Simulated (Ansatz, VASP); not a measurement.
## RePd in two plane-wave programs

One calculation is typed for both programs; each brings its own data sets and cutoff. How far apart do they land? The cell is invented: As first built, before any earlier steps moved the atoms (in the runner's words): it takes the ReOs structure with some of its atoms replaced by other elements, volume scaled by an estimate. It may not be a known or stable phase. The cell is taken from a series of VASP runs on this material, whose earlier steps may have relaxed, scaled or displaced it; both programs get it as it stands.

Program: Ansatz 0.2.0. Level of theory: plane waves, with VASP 6.6.1 beside it; band structure at RPBE, single point at RPBE and band structure at RPBE, spin-orbit coupling. Results are calculated unless marked as measured.

## Step 1: The starting structure

Symmetry: P-6m2, No. 187, hexagonal system. The conventional cell has a = 2.754 Å, b = 2.754 Å, c = 4.579 Å, α = 90.00°, β = 90.00°, γ = 120.00°. Nearest to Re lie 6 Re at 2.75 Å and 6 Pd at 2.79 Å. Nearest to Pd lie 6 Pd at 2.75 Å and 6 Re at 2.79 Å. As first built, before any earlier steps moved the atoms (in the runner's words): sites of the ReOs structure (space group 187) filled with other elements, volume scaled by an estimate. Farther neighbours are not listed.

As a file:

```cif
data_structure
_symmetry_space_group_name_H-M 'P 1'
_symmetry_Int_Tables_number 1
_cell_length_a 2.7537
_cell_length_b 2.7537
_cell_length_c 4.5791
_cell_angle_alpha 90.000
_cell_angle_beta 90.000
_cell_angle_gamma 120.000
_cell_volume 30.07
loop_
_atom_site_label
_atom_site_type_symbol
_atom_site_fract_x
_atom_site_fract_y
_atom_site_fract_z
_atom_site_occupancy
Re1 Re 0.00000 0.00000 0.00000 1
Pd2 Pd 0.33333 0.66667 0.50000 1
```

## Step 2: VASP: band structure, RPBE

With cell and atoms fixed, the geometry can't cause a difference; cores, projectors, grids and the points listed under the comparison can.

Lines of VASP's logs that name or quote its potential files are left out, and so is its time.

File INCAR:

```
SYSTEM = RePd
PREC = Accurate
ENCUT = 400
EDIFF = 1E-06
NELM = 100
ISMEAR = 1
SIGMA = 0.2
LREAL = .FALSE.
ALGO = Normal
GGA = RP
LORBIT = 11
LWAVE = .FALSE.
LCHARG = .FALSE.
```

File POSCAR:

```
RePd
1.0
    2.7537323737      0.0000000000      0.0000000000
   -1.3768661919      2.3848021963      0.0000000000
    0.0000000000      0.0000000000      4.5790916973
Re Pd
1 1
Direct
    0.0000000000      0.0000000000      0.0000000000
    0.3333333330      0.6666666670      0.5000000000
```

File KPOINTS:

```
Automatic mesh
0
Gamma
8 8 4
0 0 0
```

File KPOINTS_OPT:

```
Line mode
16
Line-mode
Reciprocal
  0.00000000   0.00000000   0.00000000 GAMMA
  0.50000000   0.00000000   0.00000000 M

  0.50000000   0.00000000   0.00000000 M
  0.33333333   0.33333333   0.00000000 K

  0.33333333   0.33333333   0.00000000 K
  0.00000000   0.00000000   0.00000000 GAMMA

  0.00000000   0.00000000   0.00000000 GAMMA
  0.00000000   0.00000000   0.50000000 A

  0.00000000   0.00000000   0.50000000 A
  0.50000000   0.00000000   0.50000000 L

  0.50000000   0.00000000   0.50000000 L
  0.33333333   0.33333333   0.50000000 H

  0.33333333   0.33333333   0.50000000 H
  0.00000000   0.00000000   0.50000000 A

  0.50000000   0.00000000   0.50000000 L
  0.50000000   0.00000000   0.00000000 M

  0.33333333   0.33333333   0.00000000 K
  0.33333333   0.33333333   0.50000000 H
```

PAW data sets: Re and Pd (PBE family, release 64).

On the command line:

```
$ mpirun -np 1 vasp_std
```

Numbers of over 12 decimals in the logs are rounded to 6 here.

The log of the run:

```text
[banner, memory and clock lines left out]
running    1 mpi-ranks, on    1 nodes
 distrk:  each k-point on    1 cores,    1 groups
 distr:  one band on    1 cores,    1 groups

 POSCAR found type information on POSCAR RePd
 POSCAR found :  2 types and       2 ions
|                                                                             |
|               ----> ADVICE to this user running VASP <----                  |
|                                                                             |
|     You enforced a specific xc type in the INCAR file but a different       |
|     [... a line on the potential file left out ...]
|     I HOPE YOU KNOW WHAT YOU ARE DOING!                                     |
|                                                                             |

 LDA part: xc-table for (Slater+PW92), standard interpolation
 POSCAR, INCAR and KPOINTS ok, starting setup
 FFT: planning ... GRIDC
 FFT: planning ... GRID_SOFT
 FFT: planning ... GRID
 WAVECAR not read
 entering main loop
       N       E                     dE             d eps       ncg     rms          rms(c)
DAV:   1     0.483488827168E+02    0.48349E+02   -0.72622E+03  1224   0.131E+03
DAV:   2    -0.161190061499E+02   -0.64468E+02   -0.58095E+02  1108   0.287E+02
DAV:   3    -0.172906892990E+02   -0.11717E+01   -0.11525E+01  1164   0.484E+01
DAV:   4    -0.172988810415E+02   -0.81917E-02   -0.81986E-02   936   0.295E+00
DAV:   5    -0.172992833790E+02   -0.40234E-03   -0.40231E-03  1096   0.560E-01    0.246E+01
DAV:   6    -0.163770986254E+02    0.92218E+00   -0.13926E+00  1168   0.286E+01    0.884E+00
DAV:   7    -0.161901890571E+02    0.18691E+00   -0.42128E-01  1180   0.162E+01    0.156E+00
DAV:   8    -0.161784550314E+02    0.11734E-01   -0.15385E-02  1096   0.270E+00    0.364E-01
DAV:   9    -0.161778732396E+02    0.58179E-03   -0.64493E-03  1180   0.270E+00    0.251E-01
DAV:  10    -0.161773230915E+02    0.55015E-03   -0.10371E-03  1172   0.950E-01    0.863E-02
DAV:  11    -0.161773331142E+02   -0.10023E-04   -0.13667E-04  1112   0.126E-01    0.149E-02
DAV:  12    -0.161773358432E+02   -0.27290E-05   -0.11024E-05   976   0.648E-02    0.101E-02
DAV:  13    -0.161773345680E+02    0.12752E-05   -0.11249E-06   396   0.174E-02    0.201E-03
DAV:  14    -0.161773344545E+02    0.11356E-06   -0.27543E-07   400   0.243E-02
   1 F= -.16177334E+02 E0= -.16177944E+02  d E =0.182987E-02
 Start KPOINTS_OPT (optional k-point list driver)
k-point batch [1-30\144]
       N       E                     dE             ncg
DAV:   1     0.464060120413E+04   -0.99710E+04     1224
DAV:   2     0.286804780793E+04   -0.17726E+04     1104
DAV:   3     0.283371521857E+04   -0.34333E+02     1232
DAV:   4     0.283339921884E+04   -0.31600E+00      920
DAV:   5     0.283338529402E+04   -0.13925E-01     1104
DAV:   6     0.283338511676E+04   -0.17725E-03     1040
DAV:   7     0.283338510499E+04   -0.11770E-04      720
DAV:   8     0.283338510469E+04   -0.30701E-06      504
[...]
k-point batch [121-144\144]
       N       E                     dE             ncg
DAV:   1     0.791725101250E+04   -0.13025E+05      968
DAV:   2     0.647956782616E+04   -0.14377E+04      900
DAV:   3     0.645377465228E+04   -0.25793E+02      952
DAV:   4     0.645357419854E+04   -0.20045E+00      704
DAV:   5     0.645356311474E+04   -0.11084E-01      928
DAV:   6     0.645356291695E+04   -0.19780E-03      792
DAV:   7     0.645356290805E+04   -0.88968E-05      608
DAV:   8     0.645356290781E+04   -0.24300E-06      424
```

Parts of OUTCAR (step 2):

```text
ion  position               nearest neighbor table
   1  0.000  0.000  0.000-   2 2.79   2 2.79   2 2.79   2 2.79   2 2.79   2 2.79
   2  0.333  0.667  0.500-   1 2.79   1 2.79   1 2.79   1 2.79   1 2.79   1 2.79

  LATTYP: Found a hexagonal cell.
 ALAT       =     2.7537323737
 C/A-ratio  =     1.6628673654

 Subroutine GETGRP returns: Found 12 space group operations
 (whereof 12 operations were pure point group operations)

The static configuration has the point symmetry D_3h.

 Found     30 irreducible k-points:

   k-points           NKPTS =     30   k-points in BZ     NKDIM =     30   number of bands    NBANDS=     12

   dimension x,y,z NGX =    18 NGY =   18 NGZ =   30
   dimension x,y,z NGXF=    36 NGYF=   36 NGZF=   60

   ENCUT  =  400.0 eV  29.40 Ry    5.42 a.u.   4.49  4.49  7.47*2*pi/ulx,y,z

   NELECT =      17.0000    total number of electrons

 k-points in reciprocal lattice and weights: Automatic mesh
   0.00000000  0.00000000  0.00000000       0.004
   0.12500000  0.00000000  0.00000000       0.023
   0.25000000  0.00000000  0.00000000       0.023
   0.37500000  0.00000000  0.00000000       0.023
   0.50000000  0.00000000  0.00000000       0.012
   0.12500000  0.12500000  0.00000000       0.023
   0.25000000  0.12500000  0.00000000       0.047
   0.37500000  0.12500000  0.00000000       0.047
   0.25000000  0.25000000  0.00000000       0.023
[...]
0.25000000  0.25000000  0.50000000       0.023
   0.37500000  0.25000000  0.50000000       0.023

 average (electrostatic) potential at core
       1 -38.5537       2 -72.0596

 E-fermi :   9.1467

 k-point     1 :       0.0000    0.0000    0.0000
  band No.  band energies     occupation
    ...
      6       6.9351      2.00000
      7       6.9351      2.00000
      8       7.8350      2.00000
      9       7.8350      2.00000
     10       9.0967      1.40860
     11      10.9756     -0.00000
     12      10.9756     -0.00000

 k-point     2 :       0.1250    0.0000    0.0000
  band No.  band energies     occupation
    ...
      6       6.3444      2.00000
      7       6.7713      2.00000
      8       7.5120      2.00000
      9       8.1459      2.00000
     10       8.3904      2.00000
     11      10.9655     -0.00000
     12      12.6550     -0.00000

 k-point     3 :       0.2500    0.0000    0.0000
  band No.  band energies     occupation
    ...
      5       6.3723      2.00000
      6       6.4029      2.00000
      7       7.0488      2.00000
      8       7.2780      2.00000
      9       8.0283      2.00000
     10       9.9370     -0.00000
     11      10.9243     -0.00000
     12      15.2465      0.00000

  Total       -0.0220647     -0.0220647     -0.0194841      0.0000000      0.0000000      0.0000000
  in kB       -1.1755860     -1.1755860     -1.0380973      0.0000000      0.0000000      0.0000000
  external PRESSURE =      -1.1297564 kB  Pullay stress =       0.0000000 kB

  energy-cutoff  :      400.00
  volume of cell :       30.07
      direct lattice vectors                 reciprocal lattice vectors
     2.753732374  0.000000000  0.000000000     0.363143496  0.209660995  0.000000000
    -1.376866192  2.384802196  0.000000000     0.000000000  0.419321989  0.000000000
     0.000000000  0.000000000  4.579091697     0.000000000  0.000000000  0.218383921

 POSITION                                       TOTAL-FORCE (eV/Angst)
 -----------------------------------------------------------------------------------
      0.00000      0.00000      0.00000         0.000000     -0.000000      0.000000
     -0.00000      1.58987      2.28955        -0.000000      0.000000      0.000000
 -----------------------------------------------------------------------------------
    total drift:                                0.000000     -0.000000     -0.000000

  FREE ENERGIE OF THE ION-ELECTRON SYSTEM (eV)
  ---------------------------------------------------
  free  energy   TOTEN  =       -16.1773344545 eV

  energy  without entropy=      -16.1791643246  energy(sigma->0) =      -16.17794441

 total charge
# of ion       s       p       d       tot
------------------------------------------
    1        0.597   0.570   4.645   5.813
    2        0.527   0.637   8.444   9.608
--------------------------------------------------
tot          1.124   1.207  13.089  15.421

[... 3 further parts left out ...]
```

The data set Re keeps the semicore shell frozen, which is cheaper and a little less accurate.

## Step 3: Ansatz: band structure, RPBE

Ansatz runs on its default PAW (the set named soft_2) files.

The same cell, functional, mesh and smearing now go to Ansatz, which takes its cutoff from its data sets.

File input.yaml:

```yaml
crystal:
  lattice:
    - [2.7537323737, 0.0, 0.0]
    - [-1.3768661919, 2.3848021963, 0.0]
    - [0.0, 0.0, 4.5790916973]
  atoms:
    - { symbol: Re, position: [0.0, 0.0, 0.0] }
    - { symbol: Pd, position: [0.333333333, 0.666666667, 0.5] }
hamiltonian:
  xc: rpbe
  pseudopotentials: { kind: paw }
kpoints:
  mp_grid: { grid: [8, 8, 4] }
  band_path:
    path:
      - [0.0, 0.0, 0.0]
      - [0.13333, 0.0, 0.0]
      - [0.3, 0.0, 0.0]
      - [0.46667, 0.0, 0.0]
      - [0.46667, 0.06667, 0.0]
      - [0.41111, 0.17778, 0.0]
      - [0.35556, 0.28889, 0.0]
      - [0.28889, 0.28889, 0.0]
      - [0.17778, 0.17778, 0.0]
      - [0.06667, 0.06667, 0.0]
      - [0.0, 0.0, 0.03333]
      - [0.0, 0.0, 0.2]
      - [0.0, 0.0, 0.36667]
      - [0.0, 0.0, 0.5]
      - [0.16667, 0.0, 0.5]
      - [0.3, 0.0, 0.5]
      - [0.46667, 0.0, 0.5]
      - [0.46667, 0.06667, 0.5]
      - [0.41111, 0.17778, 0.5]
      - [0.35556, 0.28889, 0.5]
      - [0.28889, 0.28889, 0.5]
      - [0.17778, 0.17778, 0.5]
      - [0.06667, 0.06667, 0.5]
      - [0.5, 0.0, 0.46667]
      - [0.5, 0.0, 0.3]
      - [0.5, 0.0, 0.13333]
      - [0.33333, 0.33333, 0.0]
      - [0.33333, 0.33333, 0.16667]
      - [0.33333, 0.33333, 0.33333]
      - [0.33333, 0.33333, 0.5]
    npoints: 1
scf:
  occupations: { method: methfessel_paxton, width: 0.2 }
  n_extra_bands: 7
output:
  forces: true
  stress: true
  eigenvalues: true
```

On the command line:

```
$ ansatz run input.yaml --threads 2 --pin off --max-ram 4608MiB --backend cpu --events-out ev --progress --plain --runs-dir out
```

The log of the run:

```text
scf.n_extra_bands = 7 over 17 filled bands (N_el = 33.0): the run solves 24 bands
Engine: ansatz 0.2.0, x86_64-unknown-linux-gnu
Pseudopotentials: kind: paw
Pseudopotential: Re, paw, valence charge 15, recommended cutoff 420 eV (normal), Re.paw.azcp
Pseudopotential: Pd, paw, valence charge 18, recommended cutoff 420 eV (normal), Pd.paw.azcp
Functional definition: RPBE
  parameter kappa = 0.804
  parameter beta = 0.066725
  exchange = rpbe_x(kappa = kappa, mu = beta*pi^2/3)
  correlation = pbe_c(beta = beta)
Crystal: 2 atoms, lattice volume = 30.071 Å³
Basis set: ecut = 420 eV, 585 PW (Γ), exchange–correlation on 40×40×64 points (8 copies of the dense FFT grid, shifted against one another)
Bands: 24, of which v1, the nominal top of the filled ones, is band 17 counted from 1 (16 counted from 0)
Symmetry: 12 space group operations
Space group: P-6m2 (ITA 187), of the structure as read, at distance tolerance 3.1e-5 Å
k-points: 30 of 256 (time reversal used)
Non-local potential: Re, projectors of the file, l = 0: 3, l = 1: 2, l = 2: 2, l = 3: 1
Non-local potential: Pd, projectors of the file, l = 0: 2, l = 1: 2, l = 2: 2, l = 3: 1
PAW form: soft (Blöchl's): semilocal exchange-correlation on the pseudo side does not see the compensation charge
PAW frozen core: Re, regenerated for the run's functional, and the local potential with it (the file was generated under x = pbe(κ = 0.804, μ = 0.219515), c = pbe(β = 0.066725))
PAW frozen core: Pd, regenerated for the run's functional, and the local potential with it (the file was generated under x = pbe(κ = 0.804, μ = 0.219515), c = pbe(β = 0.066725))
PAW one-centre angular grid: Re, 590 points (default); XC on 64 Gauss nodes
PAW one-centre angular grid: Pd, 590 points (default); XC on 64 Gauss nodes
Initial density: superposition of atomic densities (neutral atoms: chi_scale 0, normalization atom), corrected by the library's trained network
Initial wavefunctions: pseudopotential atomic-orbital guess
Functional: x = rpbe, c = pbe(β = 0.066725)
SCF iter   1: F=—  HF=-17861.327418 eV  |F-HF|=—  |Δ(HF+E_count)|=         —  Δρ=8.85e-3  dr2=2.36e-2  ethr=1.77e-3  ⟨swp⟩=5.0  Hψ=3212  notcnv=0  defer=1
preconditioner: auto → Kerker (q_TF=auto, 2.771 Å⁻¹)  [metal: Δε(μ)=0.061 eV  Ē_g=11.377 eV  σ=0.200 eV  W_gap=0.25  n_scr=10 (ndim 8)  ℏωp=27.9 eV  f_vac=0.000  D(μ)=1.51/eV (n_scr^D=22)]
SCF iter   2: F=—  HF=-17861.326016 eV  |F-HF|=—  |Δ(HF+E_count)|=   1.40e-3  S|Δr|=    0.00e0  Δρ=5.24e-3  dr2=1.06e-2  ethr=7.16e-5  ⟨swp⟩=1.0  Hψ=960  notcnv=0  defer=1
SCF iter   3: F=—  HF=-17861.324904 eV  |F-HF|=—  |Δ(HF+E_count)|=   1.11e-3  S|Δr|=    0.00e0  Δρ=7.06e-4  dr2=3.28e-4  ethr=3.21e-5  ⟨swp⟩=1.4  Hψ=747  notcnv=0  defer=1
SCF iter   4: F=—  HF=-17861.324847 eV  |F-HF|=—  |Δ(HF+E_count)|=   5.69e-5  S|Δr|=    0.00e0  Δρ=1.72e-4  dr2=8.55e-6  ethr=9.94e-7  ⟨swp⟩=1.1  Hψ=671  notcnv=0  defer=1
SCF iter   5: F=—  HF=-17861.324874 eV  |F-HF|=—  |Δ(HF+E_count)|=   2.71e-5  S|Δr|=    0.00e0  Δρ=5.67e-5  dr2=1.59e-6  ethr=2.59e-8  ⟨swp⟩=2.0  Hψ=976  notcnv=0  defer=1
SCF iter   6: F=-17861.324874 eV  HF=-17861.324874 eV  |F-HF|=9.09e-9  |Δ(HF+E_count)|=   1.08e-7  S|Δr|=    0.00e0  Δρ=1.23e-5  dr2=3.60e-8  ethr=3.03e-10  ⟨swp⟩=6.5  Hψ=2822  notcnv=0
SCF 1 converged in 6 iterations: F = -17861.324874 eV  dr2 = 3.60e-8
  greatest PAW one-centre occupation: 1.000 electrons in one spin orbital (limit 2), on the Re atom at site 0 (counted from 0), in its partial waves of l = 0
NSCF: frozen V_eff on 30 k-points
SCF converged after 6 iterations
Stability not checked: this state was not tested for a lower state beside it, because cold or Methfessel-Paxton smearing, or corrected tetrahedra, fill the levels in a way that the test cannot read (fill_not_monotonic; see scf.lower_state_search)
Free energy (F): -17861.324874 eV
Harris-Foulkes:  -17861.324874 eV  (|F-HF|=9.09e-9)
Internal energy: -17861.326771 eV  (E = F + TS)
E sigma→0 (E₀):  -17861.325348 eV
Entropy (-TS):   0.001897 eV (0.949 meV/atom)
Fermi energy:    21.967903 eV
--- Per-component energies (eV) ---
  E_band       = -219.124804
  E_kinetic    = 1050.738939
  E_local      = -2597.895266  (includes V_loc(G=0)·N_el)
  E_nonlocal   = 263.523322
  E_hartree    = 1024.596175
  E_xc         = -572.539858
  E_vxc        = -514.484762  (∫ρ·V_xc dr)
  E_paw        = -12428.471832  (= ΣΔE_a)
  E_vpaw       = -470.200669  (= ΣTr[D̂ρ^β])
  E_aug_tail   = 0.000147  (compensation charges beyond the density's cutoff)
  E_ewald      = -4601.151381
  E_core_change = -0.127017  (= ΣΔE_core)
  E_smearing   = 0.001897  (= −TS)
  E_closure    = 0.000000  (closes the sum)
  Σ components = -17861.324874   (vs F -17861.324874, Δ=0.00e0)
--- Forces (eV/Å), atoms counted from 1 ---
  atom   1  Re     0.00000000     0.00000000    -0.00000000
  atom   2  Pd     0.00000000     0.00000000    -0.00000000
  max |Σ_I F_I| component: 1.85e-17 eV/Å
--- Stress (GPa, compression-positive) ---
        0.735398      -0.000000      -0.000000
       -0.000000       0.735398       0.000000
       -0.000000       0.000000       0.657324
  P = ⅓ Tr σ = 0.7094 GPa (7.094 kbar)
--- Band table (eV; the first three rows and the last of 30) ---
  k-point 0: bands = [... 13 lower, 19.7503, 19.7503, 20.6528, 20.6528, 21.8879, 23.8400, 23.8400, 29.6427, ... 3 higher]
  k-point 1: bands = [... 13 lower, 19.5465, 19.5465, 20.4033, 21.0104, 21.0104, 23.8284, 23.8284, 31.9475, ... 3 higher]
  k-point 2: bands = [... 13 lower, 19.2628, 19.3677, 19.3677, 21.3536, 21.3536, 23.7782, 23.7782, 34.4958, ... 3 higher]
  k-point 29: bands = [... 13 lower, 19.1784, 20.5482, 21.0815, 22.0588, 23.7213, 27.3325, 29.6720, 30.3637, ... 3 higher]
```

It took 1.1 s on 2 threads of Intel Xeon 6975P-C (Granite Rapids), shared host; peak memory 0.36 GiB; 1.9 s of CPU time.

## Step 4: Differences

Known differences besides the potentials themselves: the data sets hold 33 valence electrons in Ansatz (default PAW (the set named soft_2) files) and 17 in VASP; the cutoff is 420 eV in Ansatz and 400 eV in VASP; Ansatz makes its cores anew for this functional, VASP keeps those of its PBE data sets; VASP leaves aspherical gradient terms in its spheres out (LASPH is not set), Ansatz keeps them. Total energies have different zeros and are not compared.

Both answers:

```csv
quantity,Ansatz,VASP,difference
pressure (GPa),0.71,-0.11,+0.82
pressure without Ansatz's Pulay correction (GPa),0.57,-0.11,+0.69
```

Levels from 3 eV below to 2 eV above the Fermi level differ by 13 meV r.m.s. and 39 meV at most; each VASP level is matched to the nearest of Ansatz, which flatters the figure a little. Ansatz's pressure holds a Pulay correction of 0.13 GPa; VASP's holds none.

(Part 1 of 2 ends here.)

[Lines on the potential files, build, host, timing and source positions are cut from VASP's logs without a mark.]

[Logs are printed without paths, hosts, clocks, repeated set-up lines and the standing remarks that a program may print on its own settings, such as how far it seeks lower states.]

[Hosts, paths, dates, database ids (printed as entryN), source tags and the programs' standing remarks are cut or masked in the printed files.]
